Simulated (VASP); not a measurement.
```
CELL_PARAMETERS angstrom
      0.00000     2.86602     2.86602
      2.86602     0.00000     2.86602
      2.86602     2.86602     0.00000
ATOMIC_POSITIONS crystal
  Ge 0.00000 0.00000 0.00000
  Ge 0.25000 0.25000 0.25000
```

Computed with AM05 GGA, VASP's PBE PAW potentials (set 64) (plane waves; VASP 6.6.1). Run with 520 eV cut-off, 11×11×11 Γ-centred mesh, first-order Methfessel-Paxton smearing of 0.10 eV, potentials Ge_d.

**Question.** Give the stress tensor in GPa (positive for a compressed cell).

**Answer.** 
```
-1.77   0.00   0.00
 0.00  -1.77   0.00
 0.00   0.00  -1.77
```
The pressure is its mean diagonal, -1.77 GPa.

The compound is Ge in the diamond structure. This cell is one point of a volume scan, at 1.03 of the reference volume.
